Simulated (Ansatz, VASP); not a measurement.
# Cross-check of MoSeO between VASP and Ansatz

One calculation is typed for both programs; each brings its own data sets. How far apart do they land? The cell is invented: As first built, before any earlier steps moved the atoms (in the runner's words): O for half of the Se in the MoSe2 structure of space group P6_3/mmc. It may not be a known or stable phase. The cell is taken from a series of runs on this material, whose earlier steps may have relaxed, scaled, displaced or heated it; both programs get it as it stands.

Calculated with Ansatz 0.2.0; plane waves, with VASP 6.6.1 beside it; relaxation of cell and atoms at PBE.

### 1. The starting structure

Symmetry: P-6m2, No. 187, hexagonal system. Conventional cell: a = 3.082 Å, b = 3.082 Å, c = 12.562 Å, α = 90.00°, β = 90.00°, γ = 120.00°. Nearest to Mo lie 6 Se at 2.35 Å. Nearest to Mo lie 6 O at 2.35 Å. Nearest to Se lie 3 Mo at 2.35 Å. Nearest to O lie 3 Mo at 2.35 Å. It derives from MoSe2. As first built, before any earlier steps moved the atoms (in the runner's words): O for half of the Se in the MoSe2 structure of space group P6_3/mmc. Farther neighbours and most contacts between anions are not listed.

Structure file:

```cif
data_structure
_symmetry_space_group_name_H-M 'P 1'
_symmetry_Int_Tables_number 1
_cell_length_a 3.0815
_cell_length_b 3.0815
_cell_length_c 12.5616
_cell_angle_alpha 90.000
_cell_angle_beta 90.000
_cell_angle_gamma 120.000
_cell_volume 103.30
loop_
_atom_site_label
_atom_site_type_symbol
_atom_site_fract_x
_atom_site_fract_y
_atom_site_fract_z
_atom_site_occupancy
Mo1 Mo 0.66667 0.33333 0.75000 1
Mo2 Mo 0.33333 0.66667 0.25000 1
Se3 Se 0.33333 0.66667 0.87222 1
Se4 Se 0.33333 0.66667 0.62778 1
O5 O 0.66667 0.33333 0.37222 1
O6 O 0.66667 0.33333 0.12778 1
```

### 2. VASP: relaxation of cell and atoms, PBE

The relaxed volume is the usual yardstick between codes: in a stiff, nearly cubic crystal its relative difference is about their pressure difference at one cell divided by the bulk modulus.

Lines of VASP's logs that name or quote its potential files are left out, and so is its time.

File INCAR:

```
SYSTEM = MoSeO
PREC = Accurate
ENCUT = 600
EDIFF = 1E-07
NELM = 120
ISMEAR = 0
SIGMA = 0.03
LREAL = .FALSE.
ALGO = Normal
GGA = PE
NBANDS = 32
LASPH = .TRUE.
LORBIT = 11
LWAVE = .FALSE.
LCHARG = .FALSE.
ISIF = 3
IBRION = 2
NSW = 80
EDIFFG = -0.005
GGA_COMPAT = .FALSE.
NELMIN = 4
KPAR = 2
```

File POSCAR:

```
MoSeO
1.0
    3.0815130000      0.0000000000      0.0000000000
   -1.5407570000      2.6686690000      0.0000000000
    0.0000000000      0.0000000000     12.5615680000
Mo Se O
2 2 2
Direct
    0.6666668206      0.3333332084      0.7500000000
    0.3333333166      0.6666664169      0.2500000000
    0.3333333166      0.6666664169      0.8722223213
    0.3333333166      0.6666664169      0.6277776787
    0.6666668206      0.3333332084      0.3722223213
    0.6666668206      0.3333332084      0.1277776787
```

File KPOINTS:

```
Automatic mesh
0
Gamma
8 8 2
0 0 0
```

The projector-augmented-wave data sets are Mo_sv, Se and O (PBE family, release 64).

Launch:

```
$ mpirun -np 2 vasp_std
```

Numbers of over 12 decimals in the logs are rounded to 6 here.

The log of the run:

```text
[banner, memory and clock lines left out]
running    2 mpi-ranks, on    1 nodes
 distrk:  each k-point on    1 cores,    2 groups
 distr:  one band on    1 cores,    1 groups

 POSCAR found type information on POSCAR MoSeO
 POSCAR found :  3 types and       6 ions
 LDA part: xc-table for (Slater+PW92), standard interpolation
 POSCAR, INCAR and KPOINTS ok, starting setup
 FFT: planning ... GRIDC
 FFT: planning ... GRID_SOFT
 FFT: planning ... GRID
 WAVECAR not read
 entering main loop
       N       E                     dE             d eps       ncg     rms          rms(c)
DAV:   1     0.520209209901E+03    0.52021E+03   -0.32718E+04  1384   0.174E+03
DAV:   2    -0.189345940135E+02   -0.53914E+03   -0.52533E+03  1512   0.433E+02
DAV:   3    -0.486972656539E+02   -0.29763E+02   -0.29520E+02  1664   0.936E+01
DAV:   4    -0.491978631514E+02   -0.50060E+00   -0.49953E+00  1504   0.120E+01
DAV:   5    -0.492093481430E+02   -0.11485E-01   -0.11477E-01  1672   0.164E+00    0.345E+01
DAV:   6    -0.489820655426E+02    0.22728E+00   -0.78344E+01  1544   0.367E+01    0.279E+01
DAV:   7    -0.447954156490E+02    0.41866E+01   -0.41682E+01  1424   0.341E+01    0.132E+01
DAV:   8    -0.420876269853E+02    0.27078E+01   -0.60999E+00  1520   0.116E+01    0.510E+00
DAV:   9    -0.419471308947E+02    0.14050E+00   -0.55622E-01  1424   0.400E+00    0.249E+00
DAV:  10    -0.419705781373E+02   -0.23447E-01   -0.31332E-01  1544   0.180E+00    0.169E+00
DAV:  11    -0.419402548999E+02    0.30323E-01   -0.12091E-01  1360   0.210E+00    0.561E-01
DAV:  12    -0.419350133600E+02    0.52415E-02   -0.10026E-02  1448   0.671E-01    0.270E-01
DAV:  13    -0.419313774704E+02    0.36359E-02   -0.24853E-02  1560   0.498E-01    0.153E-01
DAV:  14    -0.419311569803E+02    0.22049E-03   -0.13108E-03  1416   0.150E-01    0.706E-02
DAV:  15    -0.419311835997E+02   -0.26619E-04   -0.12012E-04  1664   0.482E-02    0.742E-02
DAV:  16    -0.419312035567E+02   -0.19957E-04   -0.14750E-03  1456   0.916E-02    0.580E-02
DAV:  17    -0.419311064547E+02    0.97102E-04   -0.28658E-04  1512   0.559E-02    0.126E-02
DAV:  18    -0.419311110985E+02   -0.46438E-05   -0.31411E-05  1536   0.190E-02    0.169E-02
DAV:  19    -0.419311067482E+02    0.43503E-05   -0.68330E-06  1320   0.989E-03    0.604E-03
DAV:  20    -0.419311059917E+02    0.75654E-06   -0.23854E-06  1400   0.459E-03    0.125E-03
DAV:  21    -0.419311060262E+02   -0.34502E-07   -0.13643E-07   896   0.166E-03
   1 F= -.41931106E+02 E0= -.41930700E+02  d E =-.419311E+02
[... from here on, the cycles between the ionic steps are left out ...]
   2 F= -.44581043E+02 E0= -.44579434E+02  d E =-.264994E+01
  16 F= -.45284468E+02 E0= -.45283491E+02  d E =-.289619E-02
  17 F= -.45286947E+02 E0= -.45285941E+02  d E =-.537593E-02
  18 F= -.45288871E+02 E0= -.45287811E+02  d E =-.729925E-02
  19 F= -.45289582E+02 E0= -.45288511E+02  d E =-.711717E-03
  20 F= -.45289582E+02 E0= -.45288510E+02  d E =-.711662E-03
  21 F= -.45289688E+02 E0= -.45288611E+02  d E =-.105919E-03
  22 F= -.45289688E+02 E0= -.45288611E+02  d E =-.105997E-03
 curvature:  -2.04 expect dE=-0.109E-03 dE for cont linesearch -0.447E-07
 trial: gam= 0.09402 g(F)=  0.441E-04 g(S)=  0.944E-05 ort =-0.749E-05 (trialstep = 0.593E+00)
 search vector abs. value=  0.747E-04
 bond charge predicted
       N       E                     dE             d eps       ncg     rms          rms(c)
DAV:   1    -0.452897083893E+02   -0.20086E-04   -0.68402E-03  1280   0.398E-01    0.460E-02
DAV:   2    -0.452898217387E+02   -0.11335E-03   -0.16425E-04  1544   0.778E-02    0.102E-01
DAV:   3    -0.452897139960E+02    0.10774E-03   -0.48409E-05  1496   0.449E-02    0.276E-02
DAV:   4    -0.452897071331E+02    0.68629E-05   -0.11430E-05  1448   0.196E-02    0.113E-02
DAV:   5    -0.452897067102E+02    0.42285E-06   -0.42579E-06  1616   0.102E-02    0.462E-03
DAV:   6    -0.452897065091E+02    0.20115E-06   -0.84704E-07  1312   0.433E-03    0.220E-03
DAV:   7    -0.452897064142E+02    0.94918E-07   -0.13152E-07   880   0.186E-03
  23 F= -.45289706E+02 E0= -.45288630E+02  d E =-.180988E-04
 trial-energy change:   -0.000018  1 .order   -0.000018   -0.000031   -0.000004
 step:   0.6877(harm=  0.6877)  dis= 0.00089  next Energy=   -45.289706 (dE=-0.182E-04)
 reached required accuracy - stopping structural energy minimisation
```

From OUTCAR (step 2):

```text
ion  position               nearest neighbor table
   1  0.667  0.333  0.750-   3 2.35   4 2.35   3 2.35   4 2.35   3 2.35   4 2.35
   2  0.333  0.667  0.250-   5 2.35   6 2.35   5 2.35   6 2.35   5 2.35   6 2.35
   3  0.333  0.667  0.872-   1 2.35   1 2.35   1 2.35
   4  0.333  0.667  0.628-   1 2.35   1 2.35   1 2.35
   5  0.667  0.333  0.372-   2 2.35   2 2.35   2 2.35
   6  0.667  0.333  0.128-   2 2.35   2 2.35   2 2.35

  LATTYP: Found a hexagonal cell.
 ALAT       =     3.0815130000
 C/A-ratio  =     4.0764286894

 Subroutine GETGRP returns: Found 12 space group operations
 (whereof  6 operations were pure point group operations)

The static configuration has the point symmetry C_3v.
 The point group associated with its full space group is D_3h.

 Found     20 irreducible k-points:

   k-points           NKPTS =     20   k-points in BZ     NKDIM =     20   number of bands    NBANDS=     32

   dimension x,y,z NGX =    28 NGY =   28 NGZ =  100
   dimension x,y,z NGXF=    56 NGYF=   56 NGZF=  200

   ENCUT  =  600.0 eV  44.10 Ry    6.64 a.u.   6.15  6.15 25.09*2*pi/ulx,y,z

   NELECT =      52.0000    total number of electrons

 k-points in reciprocal lattice and weights: Automatic mesh
   0.00000000  0.00000000  0.00000000       0.008
   0.12500000 -0.00000000  0.00000000       0.047
   0.25000000 -0.00000000  0.00000000       0.047
   0.37500000  0.00000000  0.00000000       0.047
   0.50000000 -0.00000000  0.00000000       0.023
   0.12500000  0.12500000  0.00000000       0.047
   0.25000000  0.12500000  0.00000000       0.094
   0.37500000  0.12500000  0.00000000       0.094
   0.25000000  0.25000000  0.00000000       0.047
[...]
0.25000000  0.25000000  0.50000000       0.047
   0.37500000  0.25000000  0.50000000       0.047

 average (electrostatic) potential at core
       1 -75.6840       2 -77.9719       3 -52.6923       4 -52.6923       5 -70.8593
       6 -70.8593

 E-fermi :   5.7250

 k-point     1 :       0.0000    0.0000    0.0000
  band No.  band energies     occupation
    ...
     21       4.0747      2.00000
     22       4.0747      2.00000
     23       4.1985      2.00000
     24       5.3096      2.00000
     25       5.3096      2.00000
     26       5.8036      0.00021
     27       7.1518      0.00000
     28       7.1518      0.00000
     29       7.1849      0.00000
     30       7.1849      0.00000
    ...

 k-point     2 :       0.1250   -0.0000    0.0000
  band No.  band energies     occupation
    ...
     22       4.3111      2.00000
     23       4.3784      2.00000
     24       4.8850      2.00000
     25       4.9977      2.00000
     26       5.2599      2.00000
     27       7.0491      0.00000
     28       7.1073      0.00000
     29       7.3703      0.00000
     30       7.4942      0.00000
     31       8.1551      0.00000
    ...

 k-point     3 :       0.2500   -0.0000    0.0000
  band No.  band energies     occupation
    ...
     22       3.8604      2.00000
     23       4.0896      2.00000
     24       4.2297      2.00000
     25       4.3538      2.00000
     26       5.1075      2.00000
     27       7.0165      0.00000
     28       7.0358      0.00000
     29       7.1419      0.00000
     30       7.5274      0.00000
     31       8.1666      0.00000
    ...

  Total        0.0236786      0.0236786      0.0249187     -0.0000000      0.0000000      0.0000000
  in kB        0.3699073      0.3699074      0.3892796     -0.0000001      0.0000000      0.0000000
  external PRESSURE =       0.3763648 kB  Pullay stress =       0.0000000 kB

  energy-cutoff  :      600.00
  volume of cell :      102.56
      direct lattice vectors                 reciprocal lattice vectors
     3.036411797  0.000000010 -0.000000000     0.329336093  0.190142311 -0.000000000
    -1.518206383  2.629610185 -0.000000000    -0.000000001  0.380284501 -0.000000000
    -0.000000000  0.000000000 12.844632703     0.000000000  0.000000000  0.077853530

 POSITION                                       TOTAL-FORCE (eV/Angst)
 -----------------------------------------------------------------------------------
      1.51821      0.87654      9.63347        -0.000000      0.000000      0.000000
      0.00000      1.75307      3.21116         0.000000     -0.000000      0.000000
      0.00000      1.75307     11.42117         0.000000     -0.000000      0.004104
      0.00000      1.75307      7.84578         0.000000     -0.000000     -0.004104
      1.51821      0.87654      4.39085        -0.000000      0.000000     -0.002674
      1.51821      0.87654      2.03146        -0.000000     -0.000000      0.002674
 -----------------------------------------------------------------------------------
    total drift:                               -0.003215      0.002682      0.000020

  FREE ENERGIE OF THE ION-ELECTRON SYSTEM (eV)
  ---------------------------------------------------
  free  energy   TOTEN  =       -45.2897064142 eV

  energy  without entropy=      -45.2875537558  energy(sigma->0) =      -45.28863009

 reached required accuracy - stopping structural energy minimisation

 total charge
# of ion       s       p       d       tot
------------------------------------------
    1        2.293   6.217   4.076  12.585
    2        2.265   6.206   3.659  12.129
    3        1.489   2.333   0.079   3.902
    4        1.489   2.333   0.079   3.902
    5        1.575   3.359   0.000   4.934
    6        1.575   3.359   0.000   4.934
--------------------------------------------------
tot         10.686  23.807   7.893  42.386

[... 3 further parts left out ...]
```

CONTCAR:

```
MoSeO
   1.00000000000000
     3.0364117971245070    0.0000000098834452   -0.0000000000000000
    -1.5182063826849086    2.6296101851496334   -0.0000000000000000
    -0.0000000000000000    0.0000000000000000   12.8446327032455372
  Mo              Se              O
     2     2     2
Direct
     0.6666668205999997    0.3333332083999991    0.7500000000000000
     0.3333333165999974    0.6666664169000001    0.2500000000000000
     0.3333333165999974    0.6666664169000001    0.8891782474840476
     0.3333333165999974    0.6666664169000001    0.6108217525159524
     0.6666668205999997    0.3333332083999991    0.3418433462289258
     0.6666668205999997    0.3333332083999991    0.1581566537710742
```

This run has no spin polarisation, so a moment on Mo, if there is one, isn't seen.

[end of part 1 of 2]

[Lines on the potential files, build, host, timing and source positions are cut from VASP's logs without a mark.]

[Logs are printed without paths, hosts, clocks, repeated set-up lines and the standing remarks that a program may print on its own settings, such as how far it seeks lower states.]

[Hosts, paths, dates, database ids (printed as entryN), source tags and the programs' standing remarks are cut or masked in the printed files.]
